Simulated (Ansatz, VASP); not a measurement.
Two plane-wave programs on Rb3Ba

```
Rb Ba
1.0
     0.00000    5.51443    5.51443
     5.51443    0.00000    5.51443
     5.51443    5.51443    0.00000
Rb Ba
3 1
Direct
  0.25000 0.25000 0.25000
  0.75000 0.75000 0.75000
  0.50000 0.50000 0.50000
  0.00000 0.00000 0.00000
```

Alike in both runs: task single point; functional PBE; k mesh 2 × 2 × 2; occupations methfessel-paxton of order 1, width 0.015 eV; no spin polarisation.

|  | VASP | Ansatz |
| --- | --- | --- |
| version | VASP 6.6.1 | Ansatz 0.2.0 |
| potentials or method | VASP PAW PBE potentials, release 64 (Rb_sv, Ba_sv) | scalar-relativistic, plane waves, PAW |
| plane-wave cutoff (eV) | 520 | 420 |
| valence electrons in the cell | 37 | 37 |

```csv
,VASP,Ansatz,Ansatz less VASP
gap on the k mesh at the Fermi level (eV),none,none,-
pressure (GPa),-0.2,-0.2,0.00
```

A gap of «none» marks a metal or a gap that the smearing closes.

Caveats: the k mesh is coarse (spacing up to 0.49 Å⁻¹), so the values aren't converged. Spin-orbit coupling is left out, which matters for the levels of Ba.
